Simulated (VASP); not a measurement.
OSZICAR of a VASP run on PbS (space group R3m):

### OSZICAR
```
       N       E                     dE             d eps       ncg     rms          rms(c)
DAV:   1     0.117809490865E+04    0.11781E+04   -0.15272E+00  4132   0.128E+01    0.421E+00
DAV:   2     0.117787556012E+04   -0.21935E+00   -0.15589E+00  3376   0.102E+01    0.136E+01
DAV:   3     0.117762277479E+04   -0.25279E+00   -0.18650E-01  3980   0.271E+00    0.162E+01
DAV:   4     0.117755282460E+04   -0.69950E-01   -0.15948E-02  3680   0.122E+00    0.174E+01
DAV:   5     0.117864400847E+04    0.10912E+01   -0.21127E-01  3160   0.538E+00    0.481E+00
DAV:   6     0.117870826062E+04    0.64252E-01   -0.55710E-02  3492   0.212E+00    0.637E+00
DAV:   7     0.117873800122E+04    0.29741E-01   -0.18817E-03  3944   0.395E-01    0.615E+00
DAV:   8     0.117875671012E+04    0.18709E-01   -0.36912E-03  3264   0.521E-01    0.562E+00
DAV:   9     0.117903218956E+04    0.27548E+00   -0.65624E-03  3432   0.894E-01    0.854E-01
DAV:  10     0.117915420481E+04    0.12202E+00   -0.49629E-03  3524   0.694E-01    0.104E+00
DAV:  11     0.117914499675E+04   -0.92081E-02   -0.55174E-04  3448   0.228E-01    0.761E-01
DAV:  12     0.117916062431E+04    0.15628E-01   -0.64056E-04  3584   0.197E-01    0.136E+00
DAV:  13     0.117924460471E+04    0.83980E-01   -0.52046E-03  3740   0.531E-01    0.295E+00
DAV:  14     0.117922281795E+04   -0.21787E-01   -0.13484E-03  3652   0.334E-01    0.212E+00
DAV:  15     0.117917833383E+04   -0.44484E-01   -0.19917E-04  3312   0.194E-01    0.126E+00
DAV:  16     0.117912101298E+04   -0.57321E-01   -0.35070E-04  3600   0.184E-01    0.294E-01
DAV:  17     0.117910168128E+04   -0.19332E-01   -0.13732E-04  3716   0.996E-02    0.545E-02
DAV:  18     0.117909456465E+04   -0.71166E-02   -0.19160E-05  3296   0.521E-02    0.322E-02
DAV:  19     0.117909088170E+04   -0.36830E-02   -0.61686E-06  3608   0.343E-02    0.805E-02
DAV:  20     0.117908665141E+04   -0.42303E-02   -0.24233E-06  2860   0.193E-02    0.149E-01
DAV:  21     0.117909120722E+04    0.45558E-02   -0.40983E-06  2980   0.182E-02    0.329E-02
DAV:  22     0.117909204446E+04    0.83724E-03   -0.14208E-06  2796   0.123E-02    0.284E-02
DAV:  23     0.117909261712E+04    0.57266E-03   -0.10277E-07  1724   0.358E-03    0.141E-02
DAV:  24     0.117909335553E+04    0.73840E-03   -0.15658E-07  1644   0.354E-03    0.844E-04
DAV:  25     0.117909342038E+04    0.64856E-04   -0.56490E-08  1604   0.272E-03    0.147E-03
DAV:  26     0.117909345446E+04    0.34074E-04   -0.19395E-08  1600   0.216E-03    0.139E-03
DAV:  27     0.117909338623E+04   -0.68227E-04   -0.78467E-09  1588   0.121E-03    0.190E-04
DAV:  28     0.117909336934E+04   -0.16889E-04   -0.17604E-09  1584   0.581E-04    0.275E-04
DAV:  29     0.117909337296E+04    0.36179E-05   -0.12932E-09  1580   0.312E-04    0.285E-04
DAV:  30     0.117909335944E+04   -0.13518E-04   -0.40104E-10  1580   0.201E-04    0.662E-05
DAV:  31     0.117909335874E+04   -0.69585E-06   -0.15115E-10  1580   0.152E-04
   1 F= 0.11790934E+04 E0= 0.11790934E+04  d E =-.288085E-16  mag=    -0.0000     0.0000     0.0000
       N       E                     dE             ncg
       N       E                     dE             ncg
```

Problem. Which electronic solver shows in the log?

Solution. It is blocked Davidson (ALGO = Normal, or the opening steps of other solvers). The INCAR had ALGO = Normal.

Problem. How was spin treated?

Solution. With non-collinear spinors: mag has three components.

Problem. Can the final energy be trusted as converged?

Solution. The calculation finished and met its thresholds. It stopped with EDIFF = 1E-6, NELM = 200 (modified Becke-Johnson potential (mBJ) with spin-orbit coupling, plane waves, VASP's PBE PAW potentials (set 64)). mBJ is a potential without an energy functional, so only the levels count.

The structure comes from a computed database's PbS entry (R3m); how it stands against other phases isn't given here. It was relaxed first. The cell's shape comes from a PBE relaxation.
